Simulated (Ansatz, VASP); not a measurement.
HfSb3Pb2: VASP beside Ansatz

```xyz
6
Lattice="4.2985 0.0000 0.0000 -2.1493 3.7227 0.0000 0.0000 0.0000 11.5803" Properties=species:S:1:pos:R:3 pbc="T T T"
Hf    0.0000    0.0000    0.0000
Sb    0.0000    0.0000    5.7901
Sb    0.0000    2.4818    1.6045
Sb    2.1493    1.2409    9.9758
Pb    0.0000    2.4818    7.7122
Pb    2.1493    1.2409    3.8680
```

Alike in both runs: functional PBE; k mesh 6 × 6 × 2; occupations gaussian, width 0.1 eV; no spin polarisation.

Ansatz relaxed the structure, and its values are those at the end. VASP's run is a single point on that final structure, the one shown.

|  | VASP | Ansatz |
| --- | --- | --- |
| version | VASP 6.6.1 | Ansatz 0.2.0 |
| potentials or method | VASP PAW PBE potentials, release 64 (Hf_pv, Sb, Pb_d) | scalar-relativistic, plane waves, PAW |
| plane-wave cutoff (eV) | 520 | 420 |
| valence electrons in the cell | 53 | 99 |

```tsv
	VASP	Ansatz	Ansatz less VASP
gap on the k mesh at the Fermi level (eV)	none	none	-
pressure (GPa)	-0.3	-0.2	+0.10
rms of the force components (eV/Å)	0.017	0.013	-0.0043
```

A gap of «none» marks a metal or a gap that the smearing closes. The two sets of potentials don't hold the same shells in valence.

Spin-orbit coupling is left out, which matters for the levels of Hf, Pb, Sb.
